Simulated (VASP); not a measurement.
```xyz
2
Lattice="0.0000 3.1950 3.1950 3.1950 0.0000 3.1950 3.1950 3.1950 0.0000" Properties=species:S:1:pos:R:3 pbc="T T T"
Ba     0.0000     0.0000     0.0000
S      3.1950     3.1950     3.1950
```

The base run (VASP): PBE GGA, plane waves, VASP's PBE PAW potentials (set 64). Settings: 400 eV cut-off, 7×7×7 Γ-centred mesh, Gaussian smearing of 0.050 eV, potentials Ba_sv S.

One setting is varied; ΔE counts from the base run. The base run took about 9 core-seconds. The timings are rough (shared machines, no repeats); factors under 2 mean little.

Pressures at a finite cut-off, here 400 eV, hold a Pulay part, which wasn't tested here.

```tsv
setting	cost over the base run	electronic steps	ΔE (meV/atom)	pressure (GPa)
PREC = Low	within a factor of 2	13	0.0	1.39
PREC = Normal	within a factor of 2	13	0.0	1.37
LASPH = .FALSE.	within a factor of 2	13	0.0	1.37
PREC = Single	within a factor of 2	13	-0.1	1.38
base run	reference	13	0.0	1.37
ADDGRID = .TRUE.	within a factor of 2	13	0.0	1.37
LREAL = Auto	within a factor of 2	13	-0.2	1.38
```

Left out are runs that failed, have no time on record or changed the cell.

The compound is BaS in the rock salt structure. The cell was not relaxed at this level.
